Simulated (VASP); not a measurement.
# NiGe2O3 (Immm) in VASP: relaxation of cell and atoms with PBE

Aim: the relaxation of cell and atoms of NiGe2O3 with PBE.

All numbers are computed with VASP 6.6.1; they aren't measurements. Logs are shortened: lines on timing, memory, paths and dates and some standing lists are left out, and cuts for length are marked.

### 1 The structure

Symmetry: Immm, No. 71, orthorhombic system. Conventional cell: a = 3.250 Å, b = 3.750 Å, c = 11.900 Å, α = 90.00°, β = 90.00°, γ = 90.00°. Ni (site symmetry mmm) has 4 O at 1.88 to 1.93 Å as nearest neighbours. Ge (site symmetry mm2) is surrounded by 7 O at 2.26 to 2.49 Å. O (site symmetry mmm) has 2 Ni at 1.88 Å as nearest neighbours. O (site symmetry mm2) has 1 Ni at 1.93 Å as nearest neighbours.

The cell was built by a generator and needn't be a form met in nature.

### 2 Relaxation of cell and atoms, PBE, collinear spin, ferromagnetic start

The input, INCAR:

```
SYSTEM = NiGe2O3
ALGO = Fast
EDIFF = 1E-4
EDIFFG = -0.08
ENCUT = 520
GGA = PE
IBRION = 2
ISIF = 3
ISMEAR = 0
ISPIN = 2
KPAR = 4
LASPH = .TRUE.
LCHARG = .FALSE.
LMAXMIX = 4
LORBIT = 11
LREAL = .FALSE.
LWAVE = .FALSE.
MAGMOM = 1 0 0 0 0 0
NELM = 60
NSW = 24
PREC = Normal
SIGMA = 0.15
```

The input, KPOINTS:

```
k-points
0
G
  6 6 6
  0 0 0
```

The input, POSCAR:

```
NiGe2O3
1.0
   -1.6250000000      1.8750000000      5.9500000000
    1.6250000000     -1.8750000000      5.9500000000
    1.6250000000      1.8750000000     -5.9500000000
Ni Ge O
1 2 3
Direct
    0.0000000000      0.0000000000      0.0000000000
    0.3520000000      0.3520000000      0.0000000000
    0.6480000000      0.6480000000      0.0000000000
    0.5000000000      0.0000000000      0.5000000000
    0.8380000000      0.8380000000      0.0000000000
    0.1620000000      0.1620000000      0.0000000000
```

Potentials or basis: VASP PAW PBE potentials, release 64 (Ni, Ge_d, O).

On the command line:

```sh
> cat potpaw_PBE.64/Ni/POTCAR potpaw_PBE.64/Ge_d/POTCAR potpaw_PBE.64/O/POTCAR > POTCAR
> mpirun -np 4 vasp_std > vasp.out
```

OUTCAR:

```text
SYSTEM = NiGe2O3
   EDIFF = 1E-4
   EDIFFG = -0.08
   ENCUT = 520
   GGA = PE
   IBRION = 2
   ISIF = 3
   ISMEAR = 0
   ISPIN = 2
   LASPH = .TRUE.
   LORBIT = 11
   LREAL = .FALSE.
   NELM = 60
   NSW = 24
   PREC = Normal

 ion  position               nearest neighbor table
   1  0.000  0.000  0.000-   4 1.88   4 1.88   6 1.93   5 1.93
   2  0.352  0.352  0.000-   6 2.26   4 2.40   4 2.40
   3  0.648  0.648  0.000-   5 2.26   4 2.40   4 2.40
   4  0.500  0.000  0.500-   1 1.88   1 1.88   2 2.40   3 2.40   2 2.40   3 2.40
   5  0.838  0.838  0.000-   1 1.93   3 2.26
   6  0.162  0.162  0.000-   1 1.93   2 2.26

  LATTYP: Found a body centered orthorhombic cell.
 ALAT       =     3.2500000000
 B/A-ratio  =     1.1538461538
 C/A-ratio  =     3.6615384615

  Lattice vectors:

 A1 = (  -1.6250000000,   1.8750000000,   5.9500000000)
 A2 = (   1.6250000000,  -1.8750000000,   5.9500000000)
 A3 = (   1.6250000000,   1.8750000000,  -5.9500000000)

Analysis of symmetry for initial positions (statically):
=====================================================================
 Subroutine PRICEL returns:
 Original cell was already a primitive cell.

 Routine SETGRP: Setting up the symmetry group for a
 body centered orthorhombic supercell.

 Subroutine GETGRP returns: Found  8 space group operations
 (whereof  8 operations were pure point group operations)
 out of a pool of  8 trial point group operations.

The static configuration has the point symmetry D_2h.

Analysis of symmetry for dynamics (positions and initial velocities):
=====================================================================
 Subroutine PRICEL returns:
 Original cell was already a primitive cell.

 Routine SETGRP: Setting up the symmetry group for a
 body centered orthorhombic supercell.

 Subroutine GETGRP returns: Found  8 space group operations
 (whereof  8 operations were pure point group operations)
 out of a pool of  8 trial point group operations.

The dynamic configuration has the point symmetry D_2h.

Analysis of structural, dynamic, and magnetic symmetry:
=====================================================================
 Subroutine PRICEL returns:
 Original cell was already a primitive cell.

 Routine SETGRP: Setting up the symmetry group for a
 body centered orthorhombic supercell.

[... 143 lines left out ...]
 conjugate gradient relaxation of ions
 spin polarized calculation
 RMM-DIIS sequential band-by-band and
 Gauss-broadening in eV      SIGMA  =   0.15
  energy-cutoff  :      520.00
  volume of cell :       72.52
 maximum number of plane-waves:      1974
   NGX = 23   NGY = 23   NGZ = 23

--------------------------------------- Ionic step        1  -------------------------------------------

 number of electron      55.9999995 magnetization       0.0046721

 Free energy of the ion-electron system (eV)
  ---------------------------------------------------
  ext. energy  EPLUGINS =         0.00000000
  ---------------------------------------------------
  free energy    TOTEN  =       -33.10452854 eV

  energy without entropy =      -33.08485503  energy(sigma->0) =      -33.09469178

------------------------ aborting loop because EDIFF is reached ----------------------------------------

  FORCE on cell =-STRESS in cart. coord.  units (eV):
  Direction    XX          YY          ZZ          XY          YZ          ZX
  --------------------------------------------------------------------------------------
  -------------------------------------------------------------------------------------
  Total        0.6081487     -0.5814251      0.1187671      0.0000000      0.0000000      0.0000000
  in kB       13.4365816    -12.8461441      2.6240673      0.0000000      0.0000000      0.0000000
  external PRESSURE =       1.0715016 kB  Pullay stress =       0.0000000 kB
[... 101 lines left out ...]
  FREE ENERGIE OF THE ION-ELECTRON SYSTEM (eV)
  ---------------------------------------------------
  free  energy   TOTEN  =       -33.1315255861 eV

  energy  without entropy=      -33.1104506542  energy(sigma->0) =      -33.12098812

[... ionic steps 4 to 18 ...]

--------------------------------------- Ionic step       19  -------------------------------------------

 number of electron      56.0000000 magnetization      -0.0000103

------------------------ aborting loop because EDIFF is reached ----------------------------------------
[... 75 lines left out ...]
--------------------------------------- Ionic step       21  -------------------------------------------

 number of electron      56.0000034 magnetization      -0.0000113

 Free energy of the ion-electron system (eV)
  ---------------------------------------------------
  ext. energy  EPLUGINS =         0.00000000
  ---------------------------------------------------
  free energy    TOTEN  =       -33.14570010 eV

  energy without entropy =      -33.12431074  energy(sigma->0) =      -33.13500542

 E-fermi :   5.9269     XC(G=0): -11.4561

 val. band max:        5.8903106922   @ k =   0.3333  -0.3333   0.1667
 cond. band min:       5.9301294521   @ k =  -0.3333  -0.3333   0.3333
 fundamental gap:      0.0398187599
 Fermi energy:         5.9269315463

 spin component 1

 k-point     1 :       0.0000    0.0000    0.0000
  band No.  band energies     occupation
      1     -18.8895      1.00000
      2     -18.8830      1.00000
      3     -18.8825      1.00000
      4     -18.8597      1.00000
      5     -18.8572      1.00000
      6     -18.8507      1.00000
[... 877 lines left out ...]
     33      10.4370      0.00000
     34      11.3896      0.00000

 [... further k-points ...]

 spin component 2

 k-point     1 :       0.0000    0.0000    0.0000
  band No.  band energies     occupation
      1     -18.8895      1.00000
      2     -18.8830      1.00000
      3     -18.8825      1.00000
      4     -18.8597      1.00000
      5     -18.8572      1.00000
      6     -18.8507      1.00000
[... 912 lines left out ...]
  FREE ENERGIE OF THE ION-ELECTRON SYSTEM (eV)
  ---------------------------------------------------
  free  energy   TOTEN  =       -33.1457000996 eV

  energy  without entropy=      -33.1243107391  energy(sigma->0) =      -33.13500542

 reached required accuracy - stopping structural energy minimisation

 total charge

# of ion       s       p       d       tot
------------------------------------------
    1        0.418   0.502   8.368   9.287
    2        1.409   0.533  10.049  11.991
    3        1.409   0.533  10.049  11.991
    4        1.577   3.387   0.000   4.965
    5        1.583   3.337   0.000   4.920
    6        1.583   3.337   0.000   4.920
--------------------------------------------------
tot          7.978  11.629  28.467  48.074

 magnetization (x)

# of ion       s       p       d       tot
------------------------------------------
    1        0.000   0.000  -0.000  -0.000
    2       -0.000   0.000   0.000   0.000
    3       -0.000   0.000   0.000   0.000
    4       -0.000  -0.000   0.000  -0.000
    5        0.000  -0.000   0.000  -0.000
    6        0.000  -0.000   0.000  -0.000
--------------------------------------------------
tot         -0.000  -0.000  -0.000  -0.000
```

OSZICAR:

```text
N       E                     dE             d eps       ncg     rms          rms(c)
DAV:   1     0.599181480831E+03    0.59918E+03   -0.26696E+04  7648   0.397E+03
DAV:   2     0.817750667974E+02   -0.51741E+03   -0.50080E+03  6288   0.818E+02
[... 153 lines left out ...]
DAV:   1    -0.331924892873E+02   -0.51419E-01   -0.58389E+00  6288   0.158E+01    0.168E+00
RMM:   2    -0.331652547283E+02    0.27235E-01   -0.17254E-01  7744   0.360E+00    0.995E-01
RMM:   3    -0.331620090973E+02    0.32456E-02   -0.66356E-02  7742   0.211E+00    0.119E+00
RMM:   4    -0.331466399362E+02    0.15369E-01   -0.31961E-02  7656   0.146E+00    0.329E-01
RMM:   5    -0.331455892788E+02    0.10507E-02   -0.71348E-03  7904   0.578E-01    0.862E-02
RMM:   6    -0.331456921893E+02   -0.10291E-03   -0.18199E-03  7768   0.259E-01    0.487E-02
RMM:   7    -0.331457000996E+02   -0.79103E-05   -0.31770E-04  5041   0.121E-01
  21 F= -.33145700E+02 E0= -.33135005E+02  d E =-.711744E-02  mag=    -0.0000
```

CONTCAR:

```text
NiGe2O3
   1.00000000000000
    -1.6708346338857776    1.8667691542268909    5.8787094607699810
     1.6708346338857776   -1.8667691542268909    5.8787094607699810
     1.6708346338857776    1.8667691542268909   -5.8787094607699810
  Ni              Ge              O
     1     2     3
Direct
     0.0000000000000000    0.0000000000000000    0.0000000000000000
     0.3471701053814344    0.3471701053814344    0.0000000000000000
     0.6528298946185656    0.6528298946185656    0.0000000000000000
     0.5000000000000000    0.0000000000000000    0.5000000000000000
     0.8348309368106336    0.8348309368106336    0.0000000000000000
     0.1651690631893666    0.1651690631893666    0.0000000000000000

  0.00000000E+00  0.00000000E+00  0.00000000E+00
  0.00000000E+00  0.00000000E+00  0.00000000E+00
  0.00000000E+00  0.00000000E+00  0.00000000E+00
  0.00000000E+00  0.00000000E+00  0.00000000E+00
  0.00000000E+00  0.00000000E+00  0.00000000E+00
  0.00000000E+00  0.00000000E+00  0.00000000E+00
```

It took 10 min on 4 MPI ranks of Intel Xeon Platinum 8259CL at 2.50GHz (Skylake/Cascade Lake), shared host; peak memory 0.37 GiB.

Results:

```yaml
Free_energy: -33.1457 eV
Relaxed_volume: 12.22 Å³/atom
Relaxed_cell: a = 6.390 Å, b = 6.390 Å, c = 6.390 Å, α = 149.69°, β = 146.03°, γ = 46.16°
Space_group_after_relaxing_to_0.05_Å: Immm (No. 71)
Energy_gained_by_relaxing: 6.9 meV/atom
Ionic_steps: 21
Pressure_after_relaxing: 0.0 GPa
Largest_force_after_relaxing: 0.045 eV/Å
Band_gap_on_the_k_mesh: none (metal or under the smearing width)
Net_moment: 0.00 μB per cell
Valence_electrons_inside_the_program's_atomic_spheres: Ni 9.29; Ge 11.99; O 4.96, 4.92
```

Forces on the atoms (eV/Å):
```
Ni   0.000  0.000  0.000
Ge   0.000  0.000 -0.045
Ge   0.000  0.000  0.045
O    0.000  0.000  0.000
O    0.000  0.000 -0.033
O    0.000  0.000  0.033
```

Stress tensor (GPa, compression positive):
```
 0.34  0.00  0.00
 0.00 -0.21  0.00
 0.00  0.00 -0.02
```

Step by step:
```
step  energy change (eV)  largest force (eV/Å)  pressure (GPa)  volume (Å³)
   1              0.0000                0.4433            0.11        72.52
   2             -0.0194                0.2289            0.01        72.60
   3             -0.0270                0.1123            0.26        72.66
   4             -0.0259                0.2020            1.18        72.77
   5             -0.0291                0.1463            0.96        72.70
   6             -0.0310                0.0706           -1.41        73.71
   7             -0.0318                0.0980            0.25        73.32
   8             -0.0317                0.0891           -1.20        73.49
   9             -0.0318                0.0912           -0.17        73.41
  10             -0.0318                0.0849           -1.18        73.44
  11             -0.0310                0.1499            1.31        72.30
  12             -0.0335                0.1166            0.57        72.98
  13             -0.0334                0.1126           -0.16        73.03
  14             -0.0336                0.1202            1.04        73.00
  15             -0.0335                0.1123            0.84        73.02
  16             -0.0332                0.0512           -1.25        73.72
  17             -0.0341                0.0894            0.39        73.31
  18             -0.0339                0.0732           -1.16        73.51
  19             -0.0341                0.0779           -0.44        73.41
  20             -0.0366                0.0658           -0.60        73.40
  21             -0.0412                0.0453            0.03        73.34
```

Final structure:
```
Ni Ge O
1.0
    -1.67083    1.86677    5.87871
     1.67083   -1.86677    5.87871
     1.67083    1.86677   -5.87871
Ni Ge O
1 2 3
Direct
  0.00000 0.00000 0.00000
  0.34717 0.34717 0.00000
  0.65283 0.65283 0.00000
  0.50000 0.00000 0.50000
  0.83483 0.83483 0.00000
  0.16517 0.16517 0.00000
```

Levels at points of the mesh, in eV from the Fermi level:
Spin up:
| k point | band 25 | band 26 | band 27 | band 28 | band 29 | band 30 | band 31 | band 32 |
| --- | --- | --- | --- | --- | --- | --- | --- | --- |
| (0.00, 0.00, 0.00) | -1.66 | -1.52 | -1.35 | -0.80 | -0.45 | 3.64 | 5.01 | 5.07 |
| (0.50, 0.00, 0.00) | -1.19 | -0.67 | -0.06 | 0.18 | 1.07 | 1.28 | 2.34 | 3.80 |
| (0.00, 0.50, 0.00) | -1.28 | -1.10 | -0.75 | -0.04 | 0.02 | 1.01 | 2.25 | 3.23 |
| (0.50, 0.50, 0.00) | -0.93 | -0.70 | -0.46 | -0.16 | 1.72 | 2.15 | 3.99 | 4.62 |
| (0.50, 0.50, 0.50) | -1.35 | -1.17 | -1.05 | -0.57 | 0.04 | 2.14 | 5.13 | 5.24 |
Spin down:
| k point | band 25 | band 26 | band 27 | band 28 | band 29 | band 30 | band 31 | band 32 |
| --- | --- | --- | --- | --- | --- | --- | --- | --- |
| (0.00, 0.00, 0.00) | -1.66 | -1.52 | -1.35 | -0.80 | -0.45 | 3.64 | 5.01 | 5.07 |
| (0.50, 0.00, 0.00) | -1.19 | -0.67 | -0.06 | 0.18 | 1.07 | 1.28 | 2.34 | 3.80 |
| (0.00, 0.50, 0.00) | -1.28 | -1.10 | -0.75 | -0.04 | 0.02 | 1.01 | 2.25 | 3.23 |
| (0.50, 0.50, 0.00) | -0.93 | -0.70 | -0.46 | -0.16 | 1.72 | 2.15 | 3.99 | 4.62 |
| (0.50, 0.50, 0.50) | -1.35 | -1.17 | -1.05 | -0.57 | 0.04 | 2.14 | 5.13 | 5.24 |

Caveat: the k mesh is coarse (spacing up to 0.43 Å⁻¹), so the values aren't converged; semilocal functionals often make such compounds metallic where correlation or magnetic order opens a gap, which also shifts bond lengths; the relaxation stopped at a loose force limit of 0.08 eV/Å, so its end isn't a converged minimum.
